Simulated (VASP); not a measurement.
## TiGe (relaxed from the WC structure, space group P-6m2): computed properties

Computed with r2SCAN meta-GGA, VASP's PBE PAW potentials (set 64) (plane waves; VASP).

- space group = P-6m2 (187)
- cell = a = b = 3.9397 Å, c = 2.7929 Å, α = β = 90.00°, γ = 120.00°
- volume per atom = 18.77 Å^3/atom
- band gap (over mesh and band path) = none (metal, semimetal or under 0.01 eV)
- density = 5.33 g/cm³

```yaml
crystal:
  lattice:
    - [3.93966, 0.00000, 0.00000]
    - [-1.96983, 3.41184, 0.00000]
    - [0.00000, 0.00000, 2.79295]
  atoms:
    - { symbol: Ti, position: [0.00000, 0.00000, 0.00000] }
    - { symbol: Ge, position: [0.66667, 0.33333, 0.50000] }
```

The structure was generated: TiGe was put into the WC type (P-6m2), which need not be its known phase. It was relaxed first. Symmetry was kept, so distortions that lower it aren't found.
